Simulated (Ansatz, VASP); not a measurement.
**Two plane-wave programs on WO**

INCAR

```
ALGO     = Normal         # electronic algorithm
EDIFF    = 1E-6           # SCF threshold, eV
ENCUT    = 520            # plane-wave cutoff, eV
GGA      = PE             # functional
ISIF     = 2              # what is computed and relaxed
ISMEAR   = 0              # smearing method
ISPIN    = 2              # spin polarisation
LASPH    = T              # aspherical terms in the spheres
LCHARG   = F              # write CHGCAR
LDAU     = T              # DFT+U
LDAUJ    = 0 0          
LDAUL    = 2 -1           # shell
LDAUPRINT= 1            
LDAUTYPE = 2            
LDAUU    = 6.2 0          # U, eV
LMAXMIX  = 4              # l up to which the mixer works
LORBIT   = 11             # projections on sites
LREAL    = F              # projectors in reciprocal space
LWAVE    = F              # write WAVECAR
MAGMOM   = 1 0            # initial moments
NBANDS   = 21             # bands
NELM     = 150            # most SCF steps
PREC     = Accurate       # precision mode
SIGMA    = 0.02           # smearing width, eV
```

KPOINTS

```
k-points
0
Gamma
  10 10 10
```

Contents of POSCAR:

```
WO
1.0
    0.0000000000      2.4128820392      2.4128820392
    2.4128820392      0.0000000000      2.4128820392
    2.4128820392      2.4128820392      0.0000000000
W O
1 1
Direct
    0.0000000000      0.0000000000      0.0000000000
    0.2500000000      0.2500000000      0.2500000000
```

Input for Ansatz:

```yaml
crystal:
  lattice:
    - [0.0, 2.4128820392, 2.4128820392]
    - [2.4128820392, 0.0, 2.4128820392]
    - [2.4128820392, 2.4128820392, 0.0]
  atoms:
    - { symbol: W, position: [0.0, 0.0, 0.0], spin: 1.0 }
    - { symbol: O, position: [0.25, 0.25, 0.25] }
basis:
  ecutwfc: 420
kpoints:
  mp_grid: { grid: [10, 10, 10] }
hamiltonian:
  xc: pbe
  hubbard: { sites: [{ species: W, l: d, u_eff: 6.2 }] }
scf:
  occupations: { method: gaussian, width: 0.02 }
output:
  forces: true
  stress: true
  eigenvalues: true
  populations: true
magnetization:
  spin_polarized: true
```

Alike in both runs: task single point; functional PBE; k mesh 10 × 10 × 10; occupations gaussian, width 0.02 eV; collinear spin; Hubbard terms W d U = 6.2 eV.

|  | VASP | Ansatz |
| --- | --- | --- |
| version | VASP 6.6.1 | Ansatz 0.2.0 |
| potentials or method | VASP PAW PBE potentials, release 64 (W_sv, O) | scalar-relativistic, plane waves, PAW |
| plane-wave cutoff (eV) | 520 | 420 |
| valence electrons in the cell | 20 | 20 |

|  | VASP | Ansatz | Ansatz less VASP |
| --- | --- | --- | --- |
| gap on the k mesh at the Fermi level (eV) | 0.62 | 1.15 | +0.533 |
| least direct gap on the mesh (eV) | 1.09 | 1.45 | +0.353 |
| pressure (GPa) | 5.8 | 0.0 | -5.78 |
| net moment per atom (μB) | 1.00 | 1.00 | 0.000 |
| size of the moment on the site where the two differ most (μB) | 1.72 | 1.03 | -0.692 |

Site moments also hang on the region over which each program counts them. The programs project onto different local orbitals, so the same U acts differently.

Caveats: spin-orbit coupling is left out, which moves the levels of the heavy elements. A k mesh can miss the band edges. The state reached can hang on the start; a lower one may exist.
